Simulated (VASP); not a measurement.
Here is the system:

```xyz
6
Lattice="3.1936 0.0000 0.0000 -1.5968 2.7658 0.0000 0.0000 0.0000 25.7141" Properties=species:S:1:pos:R:3 pbc="T T T"
W      1.5968     0.9219     9.7284
W      0.0000     1.8438    15.9857
S      0.0000     1.8438    11.3302
S      0.0000     1.8438     8.1265
S      1.5968     0.9219    17.5876
S      1.5968     0.9219    14.3838
```

These are optB88-vdW, VASP's PBE PAW potentials (set 64) (plane waves; VASP 6.6.1) values and carry that method's errors. Numerical set-up: PREC = Normal, EDIFF = 1E-5, 400 eV cut-off, 12×12×1 Γ-centred mesh, Gaussian smearing of 0.050 eV, potentials W_sv S.

The ions and cell shape at fixed volume are relaxed. Which structure does the run end with?

```xyz
6
Lattice="3.1929 0.0000 0.0000 -1.5964 2.7651 0.0000 0.0000 0.0000 25.7262" Properties=species:S:1:pos:R:3 pbc="T T T"
W      1.5964     0.9217     9.7305
W      0.0000     1.8434    15.9957
S      0.0000     1.8434    11.3087
S      0.0000     1.8434     8.1532
S      1.5964     0.9217    17.5730
S      1.5964     0.9217    14.4176
```

How much energy does the relaxation gain?

The energy (σ→0) changes by -3.8 meV/atom, in 11 ionic steps.

The cell is a sheet with vacuum, built from WS2 (2H layered).
